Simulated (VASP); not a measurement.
Consider the following.

```
Ga3Ta
1.0
   -1.89517     1.89517     4.33188
    1.89517    -1.89517     4.33188
    1.89517     1.89517    -4.33188
Ta Ga
1 3
Direct
  0.00000   0.00000   0.00000
  0.50000   0.50000   0.00000
  0.75000   0.25000   0.50000
  0.25000   0.75000   0.50000
```

Method: LDA (Ceperley-Alder, Perdew-Zunger), VASP's LDA PAW potentials (set 64) (plane waves; VASP). Settings: 300 eV cut-off, 9×9×9 Γ-centred mesh, Fermi-Dirac smearing of 0.10 eV, potentials Ta_pv Ga_d.

At this cut-off the stress carries a Pulay error, which pulls relaxed volumes low. Energy and stress use the plane-wave basis of the starting cell.

**Question.** The ions, cell shape and volume are relaxed. What does this cell relax into?

**Answer.** 
```
Ga3Ta
1.0
   -1.87212     1.87212     4.28639
    1.87212    -1.87212     4.28639
    1.87212     1.87212    -4.28639
Ta Ga
1 3
Direct
  0.00000   0.00000   0.00000
  0.50000   0.50000   0.00000
  0.75000   0.25000   0.50000
  0.25000   0.75000   0.50000
```
Space group I4/mmm (139), at a tolerance of 0.03 Å.

**Question.** How do energy and volume change from the first to the last step?

**Answer.** The energy (σ→0) changes by -9.5 meV/atom and the volume by -3.4 %, in 5 ionic steps.

The structure comes from a computed database's TaGa3 entry; how it stands against other phases isn't given here. This run relaxes it. Symmetry was kept, so distortions that lower it aren't found. The run is one of a series of settings (EDIFFG = -0.01, IBRION = 2, ISIF = 3, NSW = 50 against the base run), some of them coarse on purpose.
